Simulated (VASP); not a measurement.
Output of a VASP run:

File OUTCAR:
```
 ion  position               nearest neighbor table
   1  0.000  0.000  0.000-
  LATTYP: Found a face centered cubic cell.
 ALAT       =     4.1011356054
 Subroutine PRICEL returns:
 Original cell was already a primitive cell.
 Subroutine GETGRP returns: Found 48 space group operations
The static configuration has the point symmetry O_h .
The dynamic configuration has the point symmetry O_h .
 Subroutine INISYM returns: Found 48 space group operations
 Subroutine IBZKPT returns following result:
 Found    104 irreducible k-points:

 Following reciprocal coordinates:
            Coordinates               Weight
  0.000000  0.000000  0.000000      1.000000
  0.071429  0.000000  0.000000      8.000000
  0.142857  0.000000  0.000000      8.000000
  0.214286  0.000000  0.000000      8.000000
  0.285714  0.000000  0.000000      8.000000
  0.357143  0.000000  0.000000      8.000000
  0.428571  0.000000  0.000000      8.000000
  0.500000  0.000000  0.000000      4.000000
  0.071429  0.071429  0.000000      6.000000
  0.142857  0.071429  0.000000     24.000000
  0.214286  0.071429  0.000000     24.000000
  0.285714  0.071429  0.000000     24.000000
  0.357143  0.071429  0.000000     24.000000
  0.428571  0.071429  0.000000     24.000000
  0.500000  0.071429  0.000000     24.000000
 -0.428571  0.071429  0.000000     24.000000
 -0.357143  0.071429  0.000000     24.000000
 -0.285714  0.071429  0.000000     24.000000
 -0.214286  0.071429  0.000000     24.000000
 -0.142857  0.071429  0.000000     24.000000
 -0.071429  0.071429  0.000000     12.000000
  0.142857  0.142857  0.000000      6.000000
  0.214286  0.142857  0.000000     24.000000
  0.285714  0.142857  0.000000     24.000000
  0.357143  0.142857  0.000000     24.000000
  0.428571  0.142857  0.000000     24.000000
  0.500000  0.142857  0.000000     24.000000
 -0.428571  0.142857  0.000000     24.000000
 -0.357143  0.142857  0.000000     24.000000
 -0.285714  0.142857  0.000000     24.000000
 -0.214286  0.142857  0.000000     24.000000
 -0.142857  0.142857  0.000000     12.000000
  0.214286  0.214286  0.000000      6.000000
  0.285714  0.214286  0.000000     24.000000
  0.357143  0.214286  0.000000     24.000000
  0.428571  0.214286  0.000000     24.000000
  0.500000  0.214286  0.000000     24.000000
 -0.428571  0.214286  0.000000     24.000000
 -0.357143  0.214286  0.000000     24.000000
 -0.285714  0.214286  0.000000     24.000000
   k-points           NKPTS =    104   k-points in BZ     NKDIM =    104   number of bands    NBANDS=      9
   number of dos      NEDOS =    301   number of ions     NIONS =      1
   total plane-waves  NPLWV =  13824
   dimension x,y,z NGX =    24 NGY =   24 NGZ =   24
   dimension x,y,z NGXF=    48 NGYF=   48 NGZF=   48
   ions per type =               1
   PREC   = accura    normal or accurate (medium, high low for compatibility)
   ISTART =      0    job   : 0-new  1-cont  2-samecut
   ICHARG =      2    charge: 1-file 2-atom 10-const
   ISPIN  =      1    spin polarized calculation?
   LNONCOLLINEAR =      F non collinear calculations
   LSORBIT =      F    spin-orbit coupling
   INIWAV =      1    electr: 0-lowe 1-rand  2-diag
   ENCUT  =  480.0 eV  35.28 Ry    5.94 a.u.   5.18  5.18  5.18*2*pi/ulx,y,z
   NELM   =    100;   NELMIN=  2; NELMDL= -5     # of ELM steps
   EDIFF  = 0.1E-06   stopping-criterion for ELM
   LREAL  =      F    real-space projection
   NLSPLINE    = F    spline interpolate recip. space projectors
   LMAXMIX     =    4 max onsite mixed and CHGCAR
   VOSKOWN=      0    Vosko Wilk Nusair interpolation
   EDIFFG = -.1E-01   stopping-criterion for IOM
   NSW    =     40    number of steps for IOM
   NBLOCK =      1;   KBLOCK =     40    inner block; outer block
   IBRION =      2    ionic relax: 0-MD 1-quasi-New 2-CG
   NFREE  =      1    steps in history (QN), initial steepest desc. (CG)
...
```

**OSZICAR**
```
...
DAV:   8    -0.213392031454E+02    0.99139E-02   -0.32648E-02  1878   0.173E+00    0.138E-01
DAV:   9    -0.213535343544E+02   -0.14331E-01   -0.30574E-02  1923   0.141E+00    0.176E-01
DAV:  10    -0.213533672087E+02    0.16715E-03   -0.18300E-03  1913   0.537E-01    0.684E-02
DAV:  11    -0.213568479362E+02   -0.34807E-02   -0.56588E-03  1902   0.634E-01    0.657E-02
DAV:  12    -0.213566164449E+02    0.23149E-03   -0.24677E-04  2059   0.167E-01    0.540E-02
DAV:  13    -0.213567280545E+02   -0.11161E-03   -0.16192E-04  1921   0.137E-01    0.257E-02
DAV:  14    -0.213567898320E+02   -0.61778E-04   -0.12787E-04  1933   0.960E-02    0.594E-03
DAV:  15    -0.213567890191E+02    0.81296E-06   -0.49377E-06  1987   0.256E-02    0.153E-03
DAV:  16    -0.213567895086E+02   -0.48950E-06   -0.18311E-07  1901   0.531E-03    0.114E-03
DAV:  17    -0.213567902861E+02   -0.77752E-06   -0.76705E-07  1889   0.931E-03    0.341E-04
DAV:  18    -0.213567902491E+02    0.37016E-07   -0.42487E-08  1518   0.241E-03
   1 F= -.20818630E+02 E0= -.20818389E+02  d E =-.208186E+02
       N       E                     dE             d eps       ncg     rms          rms(c)
DAV:   1    -0.221191289781E+02   -0.76234E+00   -0.14912E+01  1904   0.473E+01    0.572E+00
DAV:   2    -0.212951866289E+02    0.82394E+00   -0.43066E+00  1904   0.217E+01    0.125E+00
DAV:   3    -0.213128396806E+02   -0.17653E-01   -0.44122E-02  1880   0.212E+00    0.961E-01
DAV:   4    -0.213067427068E+02    0.60970E-02   -0.12997E-01  1900   0.292E+00    0.462E-01
DAV:   5    -0.213203157644E+02   -0.13573E-01   -0.45965E-02  1872   0.211E+00    0.138E-01
DAV:   6    -0.213214477337E+02   -0.11320E-02   -0.40249E-03  1939   0.703E-01    0.658E-02
DAV:   7    -0.213219331201E+02   -0.48539E-03   -0.31567E-04  1960   0.209E-01    0.423E-02
DAV:   8    -0.213220385531E+02   -0.10543E-03   -0.17194E-04  1950   0.117E-01    0.125E-02
DAV:   9    -0.213220770367E+02   -0.38484E-04   -0.37489E-05  1890   0.753E-02    0.208E-03
DAV:  10    -0.213220775459E+02   -0.50924E-06   -0.42336E-07  1995   0.747E-03    0.193E-03
DAV:  11    -0.213220784920E+02   -0.94605E-06   -0.82359E-07  1997   0.923E-03    0.218E-03
DAV:  12    -0.213220783413E+02    0.15070E-06   -0.14572E-07  1842   0.439E-03    0.376E-04
DAV:  13    -0.213220783413E+02    0.40927E-11   -0.11821E-09   947   0.448E-04
   2 F= -.20821291E+02 E0= -.20821346E+02  d E =-.266150E-02
       N       E                     dE             d eps       ncg     rms          rms(c)
DAV:   1    -0.215015038885E+02   -0.17943E+00   -0.30371E+00  1900   0.221E+01    0.260E+00
DAV:   2    -0.213354629737E+02    0.16604E+00   -0.70478E-01  1896   0.891E+00    0.822E-01
DAV:   3    -0.213451604651E+02   -0.96975E-02   -0.11328E-02  1872   0.111E+00    0.651E-01
DAV:   4    -0.213374360702E+02    0.77244E-02   -0.41008E-02  1908   0.172E+00    0.272E-01
DAV:   5    -0.213458162458E+02   -0.83802E-02   -0.16077E-02  1889   0.122E+00    0.273E-02
DAV:   6    -0.213458983508E+02   -0.82105E-04   -0.36843E-04  1892   0.201E-01    0.177E-02
DAV:   7    -0.213459224372E+02   -0.24086E-04   -0.14841E-04  1881   0.153E-01    0.930E-03
DAV:   8    -0.213459573401E+02   -0.34903E-04   -0.48960E-05  1892   0.864E-02    0.274E-03
DAV:   9    -0.213459598733E+02   -0.25332E-05   -0.20766E-06  1906   0.194E-02    0.104E-03
DAV:  10    -0.213459601987E+02   -0.32548E-06   -0.14458E-07  1899   0.423E-03    0.445E-04
DAV:  11    -0.213459602534E+02   -0.54657E-07   -0.96963E-08  1676   0.354E-03
   3 F= -.20828638E+02 E0= -.20828565E+02  d E =-.100081E-01
```

**OUTCAR**
```
------------------------ aborting loop because EDIFF is reached ----------------------------------------
  FORCE on cell =-STRESS in cart. coord.  units (eV):
  Direction    XX          YY          ZZ          XY          YZ          ZX
  --------------------------------------------------------------------------------------
  Total        0.5165462      0.5165462      0.5165462      0.0000000      0.0000000      0.0000000
  in kB       49.9249807     49.9249807     49.9249807      0.0000000      0.0000000      0.0000000
  external PRESSURE =      -0.0750193 kB  Pullay stress =      50.0000000 kB
  volume of cell :       16.58
      direct lattice vectors                 reciprocal lattice vectors
     0.000000000  2.023752005  2.023752005    -0.247065845  0.247065845  0.247065845
     2.023752005  0.000000000  2.023752005     0.247065845 -0.247065845  0.247065845
     2.023752005  2.023752005  0.000000000     0.247065845  0.247065845 -0.247065845
 POSITION                                       TOTAL-FORCE (eV/Angst)
 -----------------------------------------------------------------------------------
      0.00000      0.00000      0.00000         0.000000      0.000000      0.000000
 -----------------------------------------------------------------------------------
    total drift:                                0.000000     -0.000000     -0.000000
  FREE ENERGIE OF THE ION-ELECTRON SYSTEM (eV)
  ---------------------------------------------------
  free  energy   TOTEN  =       -21.3459602534 eV

  energy  without entropy=      -21.3457419804  energy(sigma->0) =      -21.34588750
  enthalpy is  TOTEN    =       -20.8286378419 eV   P V=        0.5173224115

 reached required accuracy - stopping structural energy minimisation
```
(Selected blocks of OUTCAR.)

File POSCAR:
```
Ag
1
   -0.0000000000     2.0505678027     2.0505678027
    2.0505678027    -0.0000000000     2.0505678027
    2.0505678027     2.0505678027    -0.0000000000
Ag
1
Direct
  0.0000000000   0.0000000000   0.0000000000
```

Q: Write an INCAR and KPOINTS that could have produced this output.

A: One answer among several that fit: the input of the run itself, r2SCAN meta-GGA, plane waves, VASP's PBE PAW potentials (set 64).

**INCAR**
```
! general
SYSTEM  = Ag
PREC    = Accurate
ENCUT   = 480   ! plane-wave cut-off (eV)
LREAL   = F   ! projection in real space or not
LASPH   = T   ! aspherical one-centre terms

! electronic loop
EDIFF   = 1E-7
NELM    = 100   ! most electronic steps
ALGO    = Normal   ! blocked Davidson
LMAXMIX = 4   ! l cut-off of mixed one-centre charges
LMIXTAU = T

! smearing
ISMEAR  = 1
SIGMA   = 0.1   ! width (eV)

! functional
METAGGA = R2SCAN

! ions
IBRION  = 2
NSW     = 40
ISIF    = 3   ! ions, shape and volume
EDIFFG  = -0.01   ! ionic stop
PSTRESS = 50

! output
LWAVE   = F
LCHARG  = F
```

File KPOINTS:
```
kpoints
0
G
  14 14 14
0 0 0
```

POTCAR, in this order: Ag (PBE.64 set). Program: vasp_std.

Energy and stress use the plane-wave basis of the starting cell.

The compound is Ag in the fcc structure. This run relaxes it under an external pressure of 5 GPa. Symmetry was kept, so distortions that lower it aren't found.
